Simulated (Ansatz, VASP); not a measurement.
## Cross-check of Sb (antimonene) between VASP and Ansatz

Aim: how closely do two programs agree when they are given the same cell, functional and k mesh?

Method: plane waves, with VASP 6.6.1 beside it; band structure at PBE with D3(BJ), spin-orbit coupling, in Ansatz 0.2.0.

### Step 1. Starting point

The cell holds 2 atoms: 2 Sb. Its edges and angles: a = 4.064 Å, b = 4.064 Å, c = 22.000 Å, α = 90.0°, β = 90.0°, γ = 120.0°. Vacuum lies along c.

As a file:

```
Sb
1.0
     4.06390    0.00000    0.00000
    -2.03195    3.51944    0.00000
     0.00000    0.00000   22.00000
Sb
2
Cartesian
  0.0000 2.3463 10.1690
  2.0320 1.1731 11.8310
```

### Step 2. VASP: band structure, PBE with D3(BJ), spin-orbit coupling

Levels along a path test the potential and the projectors away from the mesh points.

Lines of VASP's logs that name or quote its potential files are left out, and so is its time.

INCAR

```
SYSTEM = Sb
PREC = Normal
ENCUT = 350
EDIFF = 1E-06
NELM = 120
ISMEAR = 0
SIGMA = 0.03
LREAL = .FALSE.
ALGO = Fast
GGA = PE
IVDW = 12
LNONCOLLINEAR = .TRUE.
MAGMOM = 0 0 0 0 0 0
NBANDS = 22
GGA_COMPAT = .FALSE.
LASPH = .TRUE.
LSORBIT = .TRUE.
LWAVE = .FALSE.
LCHARG = .FALSE.
KPAR = 4
IDIPOL = 3
LDIPOL = .TRUE.
DIPOL = 0.5 0.5 0.5
```

POSCAR

```
Sb
1.0
    4.0639014488      0.0000000000      0.0000000000
   -2.0319507244      3.5194418932      0.0000000000
    0.0000000000      0.0000000000     22.0000000000
Sb
2
Direct
    0.3333333333      0.6666666667      0.4622283598
    0.6666666667      0.3333333333      0.5377716402
```

KPOINTS

```
Automatic mesh
0
Gamma
9 9 1
0 0 0
```

KPOINTS_OPT

```
Line mode
14
Line-mode
Reciprocal
  0.00000000   0.00000000   0.00000000 GAMMA
  0.50000000   0.00000000   0.00000000 M

  0.50000000   0.00000000   0.00000000 M
  0.33333333   0.33333333   0.00000000 K

  0.33333333   0.33333333   0.00000000 K
  0.00000000   0.00000000   0.00000000 GAMMA
```

PAW data sets: Sb (PBE family, release 64).

On the command line:

```
$ mpirun -np 4 vasp_ncl
```

Numbers of over 12 decimals in the logs are rounded to 6 here.

The log of the run:

```text
[banner, memory and clock lines left out]
running    4 mpi-ranks, on    1 nodes
 distrk:  each k-point on    1 cores,    4 groups
 distr:  one band on    1 cores,    1 groups

 POSCAR found type information on POSCAR Sb
 POSCAR found :  1 types and       2 ions
 LDA part: xc-table for (Slater+PW92), standard interpolation
 POSCAR, INCAR and KPOINTS ok, starting setup
 FFT: planning ... GRIDC
 FFT: planning ... GRID_SOFT
 FFT: planning ... GRID
 WAVECAR not read
 entering main loop
       N       E                     dE             d eps       ncg     rms          rms(c)
DAV:   1     0.491929197927E+02    0.49193E+02   -0.20601E+03   528   0.422E+02
DAV:   2    -0.264346537448E+01   -0.51836E+02   -0.48717E+02   778   0.916E+01
DAV:   3    -0.813070126998E+01   -0.54872E+01   -0.54504E+01   750   0.341E+01
DAV:   4    -0.827217839719E+01   -0.14148E+00   -0.14140E+00   682   0.674E+00
DAV:   5    -0.827652820373E+01   -0.43498E-02   -0.43498E-02   808   0.130E+00    0.351E+00
RMM:   6    -0.824655353253E+01    0.29975E-01   -0.11845E-02   618   0.592E-01    0.214E+00
RMM:   7    -0.823213193196E+01    0.14422E-01   -0.11893E-02   649   0.635E-01    0.127E+00
RMM:   8    -0.822648628450E+01    0.56456E-02   -0.11807E-02   683   0.645E-01    0.831E-02
RMM:   9    -0.822618793239E+01    0.29835E-03   -0.18317E-03   694   0.300E-01    0.237E-02
RMM:  10    -0.822609495949E+01    0.92973E-04   -0.46128E-04   728   0.148E-01    0.185E-02
RMM:  11    -0.822608390156E+01    0.11058E-04   -0.11796E-04   698   0.649E-02    0.126E-02
RMM:  12    -0.822619287078E+01   -0.10897E-03   -0.52233E-05   684   0.398E-02    0.972E-03
RMM:  13    -0.822631297191E+01   -0.12010E-03   -0.12754E-05   716   0.240E-02    0.576E-03
RMM:  14    -0.822645599321E+01   -0.14302E-03   -0.23537E-05   724   0.202E-02    0.507E-03
RMM:  15    -0.822647059741E+01   -0.14604E-04   -0.23162E-06   643   0.812E-03    0.192E-03
RMM:  16    -0.822653709497E+01   -0.66498E-04   -0.24263E-06   656   0.579E-03    0.106E-03
RMM:  17    -0.822655122600E+01   -0.14131E-04   -0.61277E-07   609   0.313E-03    0.791E-04
RMM:  18    -0.822656040452E+01   -0.91785E-05   -0.20664E-07   585   0.196E-03    0.421E-04
RMM:  19    -0.822656342428E+01   -0.30198E-05   -0.88235E-08   541   0.127E-03    0.190E-04
RMM:  20    -0.822656413510E+01   -0.71082E-06   -0.13140E-08   429   0.870E-04
   1 F= -.87008842E+01 E0= -.87008842E+01  d E =-.672661E-17  mag=    -0.0000    -0.0000    -0.0000
 Start KPOINTS_OPT (optional k-point list driver)
k-point batch [1-12\42]
       N       E                     dE             ncg
DAV:   1    -0.233702189321E+03   -0.12550E+04      528
DAV:   2    -0.743321750862E+03   -0.50962E+03      800
DAV:   3    -0.809812653576E+03   -0.66491E+02      688
DAV:   4    -0.811635057190E+03   -0.18224E+01      710
DAV:   5    -0.811681653184E+03   -0.46596E-01      754
DAV:   6    -0.811682551367E+03   -0.89818E-03      760
DAV:   7    -0.811682588765E+03   -0.37398E-04      762
DAV:   8    -0.811682590563E+03   -0.17979E-05      660
DAV:   9    -0.811682590629E+03   -0.66143E-07      338
[...]
k-point batch [37-42\42]
       N       E                     dE             ncg
DAV:   1     0.101753698526E+04   -0.27198E+03      264
DAV:   2     0.793096954672E+03   -0.22444E+03      412
DAV:   3     0.760960914114E+03   -0.32136E+02      350
DAV:   4     0.760070176369E+03   -0.89074E+00      340
DAV:   5     0.760049834538E+03   -0.20342E-01      390
DAV:   6     0.760049309600E+03   -0.52494E-03      358
DAV:   7     0.760049285823E+03   -0.23777E-04      398
DAV:   8     0.760049284561E+03   -0.12622E-05      378
DAV:   9     0.760049284520E+03   -0.41198E-07      146
```

From OUTCAR (step 2):

```text
ion  position               nearest neighbor table
   1  0.333  0.667  0.462-   2 2.88   2 2.88   2 2.88
   2  0.667  0.333  0.538-   1 2.88   1 2.88   1 2.88

  LATTYP: Found a hexagonal cell.
 ALAT       =     4.0639014488
 C/A-ratio  =     5.4135171035

 Subroutine GETGRP returns: Found 12 space group operations
 (whereof 12 operations were pure point group operations)

The static configuration has the point symmetry D_3d.

 Found     12 irreducible k-points:

   k-points           NKPTS =     12   k-points in BZ     NKDIM =     12   number of bands    NBANDS=     22

   dimension x,y,z NGX =    20 NGY =   20 NGZ =  108
   dimension x,y,z NGXF=    40 NGYF=   40 NGZF=  216

   ENCUT  =  350.0 eV  25.72 Ry    5.07 a.u.   6.20  6.20 33.56*2*pi/ulx,y,z

   NELECT =      10.0000    total number of electrons

 k-points in reciprocal lattice and weights: Automatic mesh
   0.00000000  0.00000000  0.00000000       0.012
   0.11111111 -0.00000000  0.00000000       0.074
   0.22222222 -0.00000000  0.00000000       0.074
   0.33333333 -0.00000000  0.00000000       0.074
   0.44444444 -0.00000000  0.00000000       0.074
   0.11111111  0.11111111  0.00000000       0.074
   0.22222222  0.11111111  0.00000000       0.148
   0.33333333  0.11111111  0.00000000       0.148
   0.44444444  0.11111111  0.00000000       0.074
   0.22222222  0.22222222  0.00000000       0.074
   0.33333333  0.22222222  0.00000000       0.148
   0.33333333  0.33333333  0.00000000       0.025

 dipolmoment           0.000000      0.000000     -0.000000 electrons x Angstroem

 average (electrostatic) potential at core
       1 -94.8473       2 -94.8473

 E-fermi :  -2.0574

 k-point     1 :       0.0000    0.0000    0.0000
  band No.  band energies     occupation
    ...
      6      -3.4716      1.00000
      7      -2.6299      1.00000
      8      -2.6299      1.00000
      9      -2.2247      1.00000
     10      -2.2247      1.00000
     11      -0.9224      0.00000
     12      -0.9224      0.00000
     13       0.0747      0.00000
     14       0.0747      0.00000
     15       0.5248      0.00000
    ...

 k-point     2 :       0.1111   -0.0000    0.0000
  band No.  band energies     occupation
    ...
      6      -3.7788      1.00000
      7      -3.2413      1.00000
      8      -3.2413      1.00000
      9      -2.7046      1.00000
     10      -2.7046      1.00000
     11      -0.5009      0.00000
     12      -0.5009      0.00000
     13       0.3550      0.00000
     14       0.3550      0.00000
     15       0.6353      0.00000
    ...

 k-point     3 :       0.2222   -0.0000    0.0000
  band No.  band energies     occupation
    ...
      6      -5.0502      1.00000
      7      -3.4910      1.00000
      8      -3.4910      1.00000
      9      -3.0567      1.00000
     10      -3.0567      1.00000
     11      -1.1334      0.00000
     12      -1.1334      0.00000
     13       0.8210      0.00000
     14       0.8210      0.00000
     15       1.0734      0.00000
    ...

 Edisp (eV)   -0.47432

  Total       0.03699     0.03699     0.00296     0.00000     0.00000     0.00000
  in kB       0.18836     0.18836     0.01506     0.00000     0.00000     0.00000
  external pressure =        0.13 kB  Pullay stress =        0.00 kB

  energy-cutoff  :      350.00
  volume of cell :      314.66
      direct lattice vectors                 reciprocal lattice vectors
     4.063901449  0.000000000  0.000000000     0.246068959  0.142067980  0.000000000
    -2.031950724  3.519441893  0.000000000     0.000000000  0.284135960  0.000000000
     0.000000000  0.000000000 22.000000000     0.000000000  0.000000000  0.045454545

 POSITION                                       TOTAL-FORCE (eV/Angst)
 -----------------------------------------------------------------------------------
     -0.00000      2.34629     10.16902         0.000000      0.000000     -0.007247
      2.03195      1.17315     11.83098        -0.000000      0.000000      0.007247
 -----------------------------------------------------------------------------------
    total drift:                                0.000000     -0.000000     -0.000000

  FREE ENERGIE OF THE ION-ELECTRON SYSTEM (eV)
  ---------------------------------------------------
  free  energy   TOTEN  =        -8.7008841862 eV

  energy  without entropy=       -8.7008841862  energy(sigma->0) =       -8.70088419

 vacuum level on the upper side and lower side of the slab         2.147         2.147

 Spin-Orbit-Coupling matrix elements
 Ion:    1  E_soc:     -0.1308035
 Ion:    2  E_soc:     -0.1308035

[... 3 further parts left out ...]
```

(Continued in part 2 of 2.)

[Lines on the potential files, build, host, timing and source positions are cut from VASP's logs without a mark.]

[Logs are printed without paths, hosts, clocks, repeated set-up lines and the standing remarks that a program may print on its own settings, such as how far it seeks lower states.]

[Hosts, paths, dates, database ids (printed as entryN), source tags and the programs' standing remarks are cut or masked in the printed files.]
